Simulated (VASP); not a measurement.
An input for Quantum ESPRESSO's pw.x (written as the equivalent of a VASP run, and not itself run):

```
&CONTROL
  calculation = 'vc-relax'
  pseudo_dir = './pseudo'
  outdir = './out'
  tprnfor = .true.
  tstress = .true.
  nstep = 40
  forc_conv_thr = 0.00078
/
&SYSTEM
  ibrav = 0
  nat = 1
  ntyp = 1
  ecutwfc = 68
  occupations = 'smearing'
  smearing = 'methfessel-paxton'
  degauss = 0.00735
  input_dft = 'pbesol'
/
&ELECTRONS
  conv_thr = 7.3e-08
  electron_maxstep = 100
/
&IONS
/
&CELL
  press = 100
/
ATOMIC_SPECIES
  Ir 192.217 Ir.upf
CELL_PARAMETERS angstrom
     0.0000000    1.9019103    1.9019103
     1.9019103    0.0000000    1.9019103
     1.9019103    1.9019103   -0.0000000
ATOMIC_POSITIONS crystal
  Ir   0.0000000  0.0000000  0.0000000
K_POINTS automatic
  16 16 16 0 0 0
```

Q: Translate this input to VASP (INCAR, KPOINTS, POSCAR, choice of POTCAR).

A: One answer among several that fit: 
### KPOINTS
```
Automatic mesh
0
Gamma
  16 16 16
0 0 0
```

POSCAR:
```
Ir
1
    0.0000000000     1.9019102883     1.9019102883
    1.9019102883     0.0000000000     1.9019102883
    1.9019102883     1.9019102883    -0.0000000000
Ir
1
Direct
  0.0000000000   0.0000000000   0.0000000000
```

INCAR:
```
# general
SYSTEM  = Ir
PREC    = Accurate
ENCUT   = 500
LREAL   = F
LASPH   = T

# electronic loop
EDIFF   = 1E-6   # SCF stop (eV)
NELM    = 100   # most electronic steps
ALGO    = Normal
LMAXMIX = 6   # l cut-off of mixed one-centre charges

# smearing
ISMEAR  = 1   # Methfessel-Paxton
SIGMA   = 0.1   # width (eV)

# functional
GGA     = PS

# ions
IBRION  = 2
NSW     = 40
ISIF    = 3
EDIFFG  = -0.02
PSTRESS = 100   # kbar

# output
LWAVE   = F
LCHARG  = F
```

POTCAR, in this order: Ir (PBE.64 set). Program: vasp_std.

The two are equivalent in intent, not identical: the potentials are each code's own (VASP's PAW set, PseudoDojo norm-conserving files in pw.x), so ENCUT and ecutwfc are chosen apart and not converted; conv_thr bounds pw.x's estimated SCF error, while EDIFF bounds the energy change between steps; forc_conv_thr acts on force components and is met together with etot_conv_thr.

The compound is Ir in the fcc structure. It was relaxed first under an external pressure of 10 GPa.
